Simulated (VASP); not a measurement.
A convergence study with VASP on Nb (bcc): one setting is varied, all else stays as given below, so the limit is that of these other settings.

```
CELL_PARAMETERS angstrom
     -1.65000     1.65000     1.65000
      1.65000    -1.65000     1.65000
      1.65000     1.65000    -1.65000
ATOMIC_POSITIONS crystal
  Nb 0.00000 0.00000 0.00000
```

All values below come from PBEsol GGA, VASP's PBE PAW potentials (set 64) (plane waves; VASP). The tightest run used: 550 eV cut-off, 25×25×25 Γ-centred mesh, tetrahedra with Blöchl corrections, potentials Nb_sv.

The settings run are 3×3×3 mesh; 4×4×4 mesh; 5×5×5 mesh; 6×6×6 mesh; 7×7×7 mesh; 8×8×8 mesh; 9×9×9 mesh; 10×10×10 mesh; 11×11×11 mesh; 12×12×12 mesh; 13×13×13 mesh; 14×14×14 mesh; 15×15×15 mesh; 16×16×16 mesh; 17×17×17 mesh; 18×18×18 mesh; 19×19×19 mesh; 20×20×20 mesh; 21×21×21 mesh; 22×22×22 mesh; 23×23×23 mesh; 24×24×24 mesh; 25×25×25 mesh. From which on does the stress (every component) stay within 0.5 GPa of the tightest run?

From 9×9×9 mesh on: it is off by 0.30 there and by no more than 0.5 in any finer run, while 8×8×8 mesh is off by 0.72.
| setting | E (eV/atom) | pressure (GPa) | irreducible k-points | difference judged (GPa) |
|---|---|---|---|---|
| 3×3×3 mesh | -11.2150 | -6.48 | 4 | 1.71 |
| 4×4×4 mesh | -11.0539 | -4.24 | 8 | 0.53 |
| 5×5×5 mesh | -11.0284 | -6.76 | 10 | 1.99 |
| 6×6×6 mesh | -11.0204 | -7.23 | 16 | 2.46 |
| 7×7×7 mesh | -11.0065 | -5.58 | 20 | 0.81 |
| 8×8×8 mesh | -10.9818 | -5.50 | 29 | 0.72 |
| 9×9×9 mesh | -10.9560 | -5.07 | 35 | 0.30 |
| 10×10×10 mesh | -10.9439 | -4.69 | 47 | 0.08 |
| 11×11×11 mesh | -10.9531 | -4.76 | 56 | 0.01 |
| 12×12×12 mesh | -10.9534 | -4.91 | 72 | 0.14 |
| 13×13×13 mesh | -10.9494 | -4.89 | 84 | 0.12 |
| 14×14×14 mesh | -10.9470 | -4.77 | 104 | 0.00 |
| 15×15×15 mesh | -10.9470 | -4.75 | 120 | 0.03 |
| 16×16×16 mesh | -10.9470 | -4.78 | 145 | 0.00 |
| 17×17×17 mesh | -10.9467 | -4.81 | 165 | 0.03 |
| 18×18×18 mesh | -10.9464 | -4.79 | 195 | 0.01 |
| 19×19×19 mesh | -10.9459 | -4.77 | 220 | 0.00 |
| 20×20×20 mesh | -10.9458 | -4.78 | 256 | 0.00 |
| 21×21×21 mesh | -10.9459 | -4.77 | 286 | 0.00 |
| 22×22×22 mesh | -10.9460 | -4.78 | 328 | 0.01 |
| 23×23×23 mesh | -10.9458 | -4.79 | 364 | 0.02 |
| 24×24×24 mesh | -10.9457 | -4.78 | 413 | 0.01 |
| 25×25×25 mesh | -10.9458 | -4.77 | 455 | 0.00 |

Left out are rungs that failed or repeat a setting and relaxations that didn't move; long series are thinned to 24 rows.

The compound is Nb in the bcc structure. The cell was not relaxed at this level.
